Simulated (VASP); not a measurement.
Method: PBEsol GGA, VASP's PBE PAW potentials (set 64) (plane waves; VASP).

A VASP calculation is set up with these files.

File KPOINTS:
```
k-points along high-symmetry lines
15
Line-mode
Reciprocal
  0.000000   0.000000   0.000000 ! GAMMA
  0.500000   0.000000   0.500000 ! X

  0.500000   0.000000   0.500000 ! X
  0.625000   0.250000   0.625000 ! U

  0.375000   0.375000   0.750000 ! K
  0.000000   0.000000   0.000000 ! GAMMA

  0.000000   0.000000   0.000000 ! GAMMA
  0.500000   0.500000   0.500000 ! L

  0.500000   0.500000   0.500000 ! L
  0.500000   0.250000   0.750000 ! W

  0.500000   0.250000   0.750000 ! W
  0.500000   0.000000   0.500000 ! X
```

INCAR:
```
SYSTEM = PbSe
PREC = Accurate; ENCUT = 400; LREAL = .FALSE.
LASPH = .TRUE.; ICHARG = 11
EDIFF = 1E-7; NELM = 100; ALGO = Normal
LMAXMIX = 4
ISMEAR = 0; SIGMA = 0.05
GGA = PS
LWAVE = .FALSE.; LCHARG = .FALSE.; LORBIT = 11
```

POSCAR:
```
PbSe
4.3132650
  0.0000000000   0.7071067257   0.7071067257
  0.7071067257   0.0000000000   0.7071067257
  0.7071067257   0.7071067257   0.0000000000
Pb Se
1 1
Cartesian
  0.0000000000   0.0000000000   0.0000000000
  0.7071067257   0.7071067257   0.7071067257
```

POTCAR, in this order: Pb_d Se (PBE.64 set). Program: vasp_std. Read from the step before: CHGCAR.

What VASP printed:

**OSZICAR**
```
       N       E                     dE             d eps       ncg     rms          rms(c)
DAV:   1     0.142676447916E+03    0.14268E+03   -0.84399E+03  2558   0.120E+03
DAV:   2     0.103093322458E+01   -0.14165E+03   -0.13878E+03  2718   0.321E+02
DAV:   3    -0.927481853730E+01   -0.10306E+02   -0.10120E+02  3336   0.939E+01
DAV:   4    -0.948531768174E+01   -0.21050E+00   -0.21010E+00  2806   0.166E+01
DAV:   5    -0.949234696678E+01   -0.70293E-02   -0.70292E-02  3408   0.277E+00
DAV:   6    -0.949274845954E+01   -0.40149E-03   -0.40149E-03  3382   0.571E-01
DAV:   7    -0.949275277871E+01   -0.43192E-05   -0.43189E-05  3548   0.498E-02
DAV:   8    -0.949275283626E+01   -0.57544E-07   -0.57427E-07  3096   0.684E-03
   1 F= -.94927528E+01 E0= -.94927141E+01  d E =-.775469E-04
```

File OUTCAR:
```
 val. band max:        5.0502633266   @ k =   0.5000   0.5000   0.5000

 cond. band min:       5.2170886003   @ k =   0.5000   0.5000   0.5000



 k-point     1 :       0.0000    0.0000    0.0000
  band No.  band energies     occupation
      1     -11.7220      2.00000
      2     -11.7220      2.00000
      3     -11.7220      2.00000
      4     -11.7209      2.00000
      5     -11.7209      2.00000
      6      -8.6551      2.00000
      7      -1.2731      2.00000
      8       3.1233      2.00000
      9       3.1233      2.00000
     10       3.1233      2.00000
     11       9.7417      0.00000
     12       9.7417      0.00000
     13       9.7417      0.00000
     14      11.4671      0.00000

 k-point     2 :       0.0357    0.0000    0.0357
  band No.  band energies     occupation
      1     -11.7223      2.00000
      2     -11.7218      2.00000
      3     -11.7215      2.00000
      4     -11.7215      2.00000
      5     -11.7207      2.00000
      6      -8.6417      2.00000
      7      -1.3209      2.00000
      8       3.1031      2.00000
      9       3.1031      2.00000
     10       3.2065      2.00000
     11       9.4532      0.00000
     12       9.7133      0.00000
     13       9.7133      0.00000
     14      11.3259      0.00000

 k-point     3 :       0.0714    0.0000    0.0714
  band No.  band energies     occupation
      1     -11.7243      2.00000
      2     -11.7230      2.00000
      3     -11.7200      2.00000
      4     -11.7199      2.00000
      5     -11.7199      2.00000
      6      -8.6013      2.00000
      7      -1.4514      2.00000
      8       3.0440      2.00000
      9       3.0440      2.00000
     10       3.4371      2.00000
     11       8.7864      0.00000
     12       9.6516      0.00000
     13       9.6516      0.00000
     14      11.0163      0.00000

 k-point     4 :       0.1071    0.0000    0.1071
  band No.  band energies     occupation
      1     -11.7288      2.00000
...
```

The density is held fixed in this step, so its total energy and stress have no physical meaning. Unless said otherwise, spin-orbit coupling is left out, though it shifts the bands of the heavy elements here.

The compound is PbSe in the rock salt structure. It was relaxed first.
